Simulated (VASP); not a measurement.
Level of theory: PBE GGA, VASP's PBE PAW potentials (set 64) (plane waves; VASP).

VASP ran on this input.

### INCAR
```
! general
SYSTEM = Al16Cl
PREC   = Normal
ENCUT  = 400
LREAL  = .FALSE.
LASPH  = .TRUE.

! electronic loop
EDIFF  = 1E-6
NELM   = 100
NELMIN = 4
ALGO   = Normal

! smearing
ISMEAR = 1
SIGMA  = 0.1

! functional
GGA    = PE

! output
LWAVE  = .FALSE.
LCHARG = .FALSE.
LORBIT = 11
LVHAR  = .TRUE.

! other
LDIPOL = .TRUE.
IDIPOL = 3
DIPOL  = 0.5 0.5 0.5
```

File POSCAR:
```
Al16Cl
1
    5.7074358799     0.0000000000     0.0000000000
    2.8537174417     4.9427846699     0.0000000000
    0.0000000000     0.0000000000    20.9409509579
Al Cl
16 1
Direct
  0.0003677643   0.0003677643   0.3265578178
  0.4992644713   0.0003677643   0.3265578178
  0.0003677643   0.4992644713   0.3265578178
  0.5000000000   0.5000000000   0.3278062445
  0.1666670000   0.1666670000   0.4384882406
  0.6665165469   0.1669679061   0.4414092519
  0.1669679061   0.6665165469   0.4414092519
  0.6665165469   0.6665165469   0.4414092519
  0.8364960393   0.3317514804   0.5551800508
  0.3317514804   0.3317514804   0.5551800508
  0.8333330000   0.8333330000   0.5532405596
  0.3317514804   0.8364960393   0.5551800508
  0.9951892082   0.9951892082   0.6701242005
  0.5096215836   0.9951892082   0.6701242005
  0.9951892082   0.5096215836   0.6701242005
  0.5000000000   0.5000000000   0.6649291219
  0.1666670000   0.1666670000   0.7662928708
```

**KPOINTS**
```
Automatic mesh
0
Gamma
5 5 1
0 0 0
```

POTCAR, in this order: Al Cl (PBE.64 set). Program: vasp_std. Read from the step before: WAVECAR.

Task: Predict the energy per atom (σ→0), band gap (on the k-mesh).

Result: 
```json
{
 "energy per atom (σ→0)": "-3.571 eV/atom",
 "band gap (on the k-mesh)": "none (metal, semimetal or under 0.01 eV)"
}
```

**OSZICAR**
```
       N       E                     dE             d eps       ncg     rms          rms(c)
DAV:   1    -0.607151850066E+02   -0.60715E+02   -0.34458E-04   448   0.741E-02    0.228E-02
DAV:   2    -0.607162920416E+02   -0.11070E-02   -0.80806E-03   472   0.326E-01    0.816E-02
DAV:   3    -0.607151042099E+02    0.11878E-02   -0.52018E-03   404   0.264E-01    0.564E-03
DAV:   4    -0.607151144868E+02   -0.10277E-04   -0.10278E-04   504   0.260E-02    0.608E-03
DAV:   5    -0.607151145157E+02   -0.28826E-07   -0.21733E-06   340   0.546E-03
   1 F= -.60715115E+02 E0= -.60713944E+02  d E =-.351149E-02
```

The cell is a thin slab with vacuum, built from Al (fcc): (111) face, Cl adsorbed.
